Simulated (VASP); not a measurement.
Consider the following.

```yaml
crystal:
  lattice:
    - [0.00000, 2.44247, 2.44247]
    - [2.44247, 0.00000, 2.44247]
    - [2.44247, 2.44247, 0.00000]
  atoms:
    - { symbol: Eu, position: [0.00000, 0.00000, 0.00000] }
    - { symbol: O, position: [0.50000, 0.50000, 0.50000] }
```

Method: PBE GGA with D4 dispersion, VASP's PBE PAW potentials (set 64) (plane waves; VASP). Run with 520 eV cut-off, 9×9×9 Γ-centred mesh, Gaussian smearing of 0.050 eV, potentials Eu_2 O.

The 4f electrons are frozen in the core of the lanthanide potential, so 4f levels, which can set the real gap, and their magnetism are missing.

The job: EuO (rock salt), 2 atoms, PBE-D4, static run, 520 eV, 9×9×9 Γ-centred mesh. Roughly how much core time does it take on a busy server core?

About 10 core-seconds (one run on a shared machine, a rough figure). It had 35 irreducible k-points, 11 bands, up to 801 plane waves and 14 electronic steps.

The compound is EuO in the rock salt structure. This cell is one point of a volume scan, at 0.97 of the reference volume.
